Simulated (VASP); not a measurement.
BeTe (relaxed from the NiAs type structure, space group P6_3/mmc): computed properties

Calculation: PBEsol GGA, VASP's PBE PAW potentials (set 64) (plane waves; VASP).

```yaml
space_group: P6_3/mmc (194)
cell: a = 3.804 Å, b = 3.804 Å, c = 5.983 Å, α = 90.00°, β = 90.00°, γ = 120.00°
volume_per_atom: 18.75 Å³/atom
band gap (over mesh and band path): none (metal, semimetal or under 0.01 eV)
density: 6.05 g/cm³
```

```
BeTe
1.0
    3.80396     0.00000     0.00000
   -1.90198     3.29433     0.00000
    0.00000     0.00000     5.98335
Be Te
2 2
Direct
  0.00000   0.00000   0.00000
  0.00000   0.00000   0.50000
  0.33333   0.66667   0.25000
  0.66667   0.33333   0.75000
```

Unless said otherwise, spin-orbit coupling is left out, though it shifts the bands of the heavy elements here.

The structure was generated: BeTe was put into the NiAs type type (P6_3/mmc), which need not be its known phase. It was relaxed first, which changed the volume by +20 %. Symmetry was kept, so distortions that lower it aren't found.
